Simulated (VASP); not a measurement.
All values below come from HSE06 screened hybrid, VASP's PBE PAW potentials (set 64) (plane waves; VASP 6.6.1).

VASP input:

### INCAR
```
SYSTEM = B33N32
PREC = Normal
ENCUT = 400
EDIFF = 1E-5
NELM = 50
ALGO = Normal
LREAL = Auto
LASPH = .TRUE.
ISMEAR = 0
SIGMA = 0.05
GGA = PE
LWAVE = .FALSE.
LCHARG = .FALSE.
NELMIN = 4
ISYM = 0
ISPIN = 2
NUPDOWN = 1
MAGMOM = 65*0.0154
LORBIT = 10
HFSCREEN = 0.2
AEXX = 0.25
LHFCALC = .TRUE.
PRECFOCK = Fast
ISIF = 0
```

### KPOINTS
```
Regular mesh
0
gamma
 1 1 1
0 0 0
```

### POSCAR
```
B33N32
1.0
  7.2488848260   0.0000000000   0.0000000000
  0.0000000000   7.2488848260   0.0000000000
  0.0000000000   0.0000000000   7.2488848260
B N
33 32
Direct
  0.5003304272   0.0023040719   0.9979216605
  0.7514165747   0.2512683362   0.9989523801
  0.7479543337   0.0007722175   0.2477483268
  0.9995491093   0.9994537375   0.9968904128
  0.2514045409   0.2512994922   0.9943590135
  0.5032892878   0.5031662189   0.9968550116
  0.7513976499   0.7512770621   0.9985889320
  0.2441211123   0.9996896550   0.2468550834
  0.5031668027   0.2586444146   0.2467374569
  0.7548751216   0.5018026057   0.2477632346
  0.5026118235   0.0000949603   0.5010401684
  0.7513966295   0.2512614566   0.4972843689
  0.7493260502   0.0003369538   0.7499442165
  0.0024256783   0.5002232065   0.9979248579
  0.2513670373   0.7513208308   0.9989495676
  0.9997982092   0.2440034640   0.2468603714
  0.2587564128   0.5030803919   0.2467422039
  0.5018855312   0.7547876540   0.2477499774
  0.9914429835   0.9913334762   0.4982963775
  0.1794471294   0.1793432208   0.4633530541
  0.5113906336   0.5112745335   0.4983134024
  0.7513897607   0.7512956730   0.4986064677
  0.2489006307   0.9978041704   0.7519073016
  0.5049322884   0.2537972553   0.7519352683
  0.7534255615   0.5022290859   0.7499596754
  0.0008970836   0.7478724854   0.2477457549
  0.0001858464   0.5025297467   0.5010395859
  0.2513675836   0.7513001136   0.4972930390
  0.9979007883   0.2488263094   0.7518858162
  0.2538974636   0.5048422974   0.7519494478
  0.5023186301   0.7533313897   0.7499524063
  0.0004256077   0.7492508141   0.7499338681
  0.3234452240   0.3234008544   0.4634669672
  0.6251901571   0.1271804920   0.1231232967
  0.8776457421   0.3753977263   0.1231543226
  0.8703481899   0.1231010796   0.3726448130
  0.1249842956   0.1248783875   0.1192175552
  0.3778751122   0.3777690697   0.1191991278
  0.6273870585   0.6272823417   0.1235904447
  0.8754313970   0.8753384729   0.1235663491
  0.3775415774   0.1252983572   0.3696343217
  0.6325130765   0.3794911247   0.3726357103
  0.8774835436   0.6252468985   0.3733464591
  0.6253859116   0.1273464081   0.6239975264
  0.8774109569   0.3752552737   0.6239628344
  0.8735564651   0.1253766145   0.8749710219
  0.1272925826   0.6251036133   0.1231165564
  0.3754963017   0.8775437011   0.1231457355
  0.1253958716   0.3774699129   0.3696284642
  0.3796110570   0.6324195006   0.3726378149
  0.6253255557   0.8773877015   0.3733423633
  0.1086493681   0.1085623764   0.6341980102
  0.3941781466   0.3940713183   0.6342852762
  0.6314003123   0.6313020992   0.6245669906
  0.8713879603   0.8712979030   0.6245593743
  0.3755003720   0.1272099545   0.8713554642
  0.6293029292   0.3772135933   0.8749995360
  0.8772452120   0.6254364907   0.8744458205
  0.1232151505   0.8702522657   0.3726408174
  0.1274416894   0.6252963663   0.6240055975
  0.3753460650   0.8773201339   0.6239678455
  0.1273108616   0.3753903080   0.8713506699
  0.3773185016   0.6291970124   0.8750017772
  0.6255408344   0.8771363853   0.8744435535
  0.1254621976   0.8734589623   0.8749678735
```

POTCAR, in this order: B N (PBE.64 set). Program: vasp_gam. Read from the step before: WAVECAR.

Task: What will the output report for the number of irreducible k-points (NKPTS), largest plane-wave count, FFT grid (NGX, NGY, NGZ)?

Result: 
```
Item                                          Result
--------------------------------------  ------------
number of irreducible k-points (NKPTS)             1
largest plane-wave count                        3466
FFT grid (NGX, NGY, NGZ)                36 × 36 × 36
```

The cell is a supercell with a defect, built from BN (zinc blende): B_i. The cell's shape comes from a PBE relaxation.
